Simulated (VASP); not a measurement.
```
CoGa
1.0
    2.86458     0.00000     0.00000
    0.00000     2.86458     0.00000
    0.00000     0.00000     2.86458
Ga Co
1 1
Direct
  0.50000   0.50000   0.50000
  0.00000   0.00000   0.00000
```

Method: PBE GGA, VASP's PBE PAW potentials (set 64) (plane waves; VASP). Numerical set-up: 480 eV cut-off, 12×12×12 Γ-centred mesh, first-order Methfessel-Paxton smearing of 0.10 eV, potentials Ga_d Co.

Give the stress tensor in GPa (positive for a compressed cell).

```
3.40  0.00  0.00
0.00  3.40  0.00
0.00  0.00  3.40
```
The pressure is its mean diagonal, 3.40 GPa.

The compound is CoGa in the CsCl type structure. This cell was strained or had an atom moved on purpose. The run is not spin-polarised, so no magnetic state was tried.
